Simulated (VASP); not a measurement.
A VASP calculation is set up with these files.

POSCAR:
```
InP
1.0
  0.0000000000   2.9515182375   2.9515182375
  2.9515182375   0.0000000000   2.9515182375
  2.9515182375   2.9515182375   0.0000000000
In P
1 1
Cart
  0.0000000000   0.0000000000   0.0000000000
  1.4757591188   1.4757591188   1.4757591188
```

### KPOINTS
```
Automatic mesh
0
Gamma
7 7 7
0 0 0
```

### INCAR
```
ENCUT = 400
PREC = Accurate
METAGGA = R2SCAN
LWAVE = F
EDIFFG = -0.001
SYSTEM = InP
LASPH = T
LCHARG = F
SIGMA = 0.05
IBRION = 1   ! quasi-Newton
NELM = 100   ! most electronic steps
ALGO = Normal   ! blocked Davidson
ISMEAR = 0
NSW = 30   ! most ionic steps
LREAL = F   ! projection in real space or not
LMAXMIX = 4   ! l cut-off of mixed one-centre charges
EDIFF = 1E-8   ! SCF stop (eV)
ISIF = 2   ! forces and stress, cell fixed
LMIXTAU = T
```

POTCAR, in this order: In_d P (PBE.64 set). Program: vasp_std.

Problem. Translate this r2SCAN calculation to Ansatz.

Solution. One equivalent input (not run):
Ansatz 0.2 input:
```yaml
crystal:
  lattice:
    - [0.0000000, 2.9515182, 2.9515182]
    - [2.9515182, 0.0000000, 2.9515182]
    - [2.9515182, 2.9515182, 0.0000000]
  atoms:
    - { symbol: In, position: [0.0000000, 0.0000000, 0.0000000] }
    - { symbol: P, position: [0.2500000, 0.2500000, 0.2500000] }
kpoints:
  mp_grid: { grid: [7, 7, 7] }
hamiltonian:
  xc: r2scan
  pseudopotentials: { kind: paw }
scf:
  occupations: { method: gaussian, width: 0.05 }
  max_iter: 100
relax:
  max_steps: 30
  f_tol: 0.001
output: { forces: true, stress: true, eigenvalues: true }
```
Limits of the translation: each code has its own PAW files, so the cut-off isn't converted (ENCUT is set for VASP's; basis.ecutwfc is left out, and Ansatz then takes the one that its files recommend); Ansatz stops its SCF on the density residual and VASP on the energy change (EDIFF).

The compound is InP in the zinc blende structure. It was relaxed first. The start is the result of an earlier pass.
